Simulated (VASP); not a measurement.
Output of a VASP run:

OSZICAR:
```
       N       E                     dE             d eps       ncg     rms          rms(c)
DAV:   1     0.256559553183E+03    0.25656E+03   -0.19035E+04  1928   0.315E+03
DAV:   2    -0.274749063359E+02   -0.28403E+03   -0.27500E+03  2100   0.551E+02
DAV:   3    -0.621377354517E+02   -0.34663E+02   -0.34453E+02  1992   0.160E+02
DAV:   4    -0.636946668047E+02   -0.15569E+01   -0.15527E+01  2760   0.353E+01
DAV:   5    -0.637110021298E+02   -0.16335E-01   -0.16330E-01  1994   0.344E+00    0.101E+01
DAV:   6    -0.533930921514E+02    0.10318E+02   -0.14234E+01  3348   0.662E+01    0.297E+00
DAV:   7    -0.531739502726E+02    0.21914E+00   -0.19064E+00  2126   0.149E+01    0.246E+00
DAV:   8    -0.550123363763E+02   -0.18384E+01   -0.12560E+00  2462   0.935E+00    0.162E+00
DAV:   9    -0.534573647730E+02    0.15550E+01   -0.64991E-01  1938   0.647E+00    0.596E-01
DAV:  10    -0.537521607685E+02   -0.29480E+00   -0.17477E-01  2072   0.487E+00    0.409E-01
DAV:  11    -0.537825347667E+02   -0.30374E-01   -0.71154E-02  1848   0.322E+00    0.144E-01
DAV:  12    -0.537812440267E+02    0.12907E-02   -0.29852E-02  2200   0.236E+00    0.926E-02
DAV:  13    -0.537839602690E+02   -0.27162E-02   -0.57005E-03  2404   0.998E-01    0.938E-02
DAV:  14    -0.537934057337E+02   -0.94455E-02   -0.54131E-03  1868   0.975E-01    0.437E-02
DAV:  15    -0.537927012669E+02    0.70447E-03   -0.84776E-04  2548   0.388E-01    0.189E-02
DAV:  16    -0.537926508566E+02    0.50410E-04   -0.10250E-04  2270   0.905E-02    0.109E-02
DAV:  17    -0.537929850059E+02   -0.33415E-03   -0.10746E-04  1880   0.133E-01    0.561E-03
DAV:  18    -0.537930036216E+02   -0.18616E-04   -0.12867E-05  1932   0.394E-02    0.201E-03
DAV:  19    -0.537930007271E+02    0.28945E-05   -0.20659E-06  1950   0.159E-02    0.838E-04
DAV:  20    -0.537929827297E+02    0.17997E-04   -0.94228E-07  2112   0.125E-02    0.791E-04
DAV:  21    -0.537929802413E+02    0.24885E-05   -0.10894E-07  1484   0.460E-03    0.121E-03
DAV:  22    -0.537929780461E+02    0.21952E-05   -0.25725E-08   996   0.221E-03    0.955E-04
DAV:  23    -0.537929784561E+02   -0.40994E-06   -0.51218E-08   978   0.210E-03    0.134E-04
DAV:  24    -0.537929779625E+02    0.49354E-06   -0.17617E-08   966   0.131E-03    0.177E-04
DAV:  25    -0.537929783452E+02   -0.38273E-06   -0.33966E-09   966   0.662E-04    0.148E-04
DAV:  26    -0.537929782603E+02    0.84966E-07   -0.10353E-09   960   0.500E-04
   1 F= -.53792978E+02 E0= -.53792978E+02  d E =-.537930E+02
```

File OUTCAR:
```
------------------------ aborting loop because EDIFF is reached ----------------------------------------
  FORCE on cell =-STRESS in cart. coord.  units (eV):
  Direction    XX          YY          ZZ          XY          YZ          ZX
  --------------------------------------------------------------------------------------
  Total       -0.0016050     -0.0016050      0.0016105      0.0000000      0.0000000      0.0000000
  in kB       -0.0564415     -0.0564415      0.0566363      0.0000000      0.0000000      0.0000000
  external PRESSURE =      -0.0187489 kB  Pullay stress =       0.0000000 kB
  volume of cell :       45.56
      direct lattice vectors                 reciprocal lattice vectors
     1.592004735 -2.757433049  0.000000000     0.314069418 -0.181328065  0.000000000
     1.592004735  2.757433049  0.000000000     0.314069418  0.181328065  0.000000000
     0.000000000  0.000000000  5.189250215     0.000000000  0.000000000  0.192706067
  FREE ENERGIE OF THE ION-ELECTRON SYSTEM (eV)
  ---------------------------------------------------
  free  energy   TOTEN  =       -53.7929782603 eV

  energy  without entropy=      -53.7929782603  energy(sigma->0) =      -53.79297826

 reached required accuracy - stopping structural energy minimisation
```
(Selected blocks of OUTCAR.)

**POSCAR**
```
GaN
1
    1.5920047352    -2.7574330494     0.0000000000
    1.5920047352     2.7574330494     0.0000000000
    0.0000000000     0.0000000000     5.1892502151
Ga N
2 2
Direct
  0.6666670000   0.3333330000   0.5001192119
  0.3333330000   0.6666670000   0.0001192119
  0.6666670000   0.3333330000   0.8768807881
  0.3333330000   0.6666670000   0.3768807881
```

### Question
Write an INCAR and KPOINTS that could have produced this output.

### Answer
This is not unique; one that fits is the input of the run itself, SCAN meta-GGA, plane waves, VASP's PBE PAW potentials (set 64).

### INCAR
```
ALGO = Normal
EDIFF = 1E-7
EDIFFG = -0.01
ENCUT = 520
IBRION = 2
ISIF = 4
ISMEAR = 0
LASPH = .TRUE.
LCHARG = .FALSE.
LMAXMIX = 4
LMIXTAU = .TRUE.
LREAL = .FALSE.
LWAVE = .FALSE.
METAGGA = SCAN
NELM = 100
NSW = 30
PREC = Accurate
SIGMA = 0.05
SYSTEM = GaN
```

**KPOINTS**
```
Automatic mesh
0
Gamma
10 10 5
0 0 0
```

POTCAR, in this order: Ga_d N (PBE.64 set). Program: vasp_std.

The compound is GaN in the wurtzite structure. It was relaxed first.
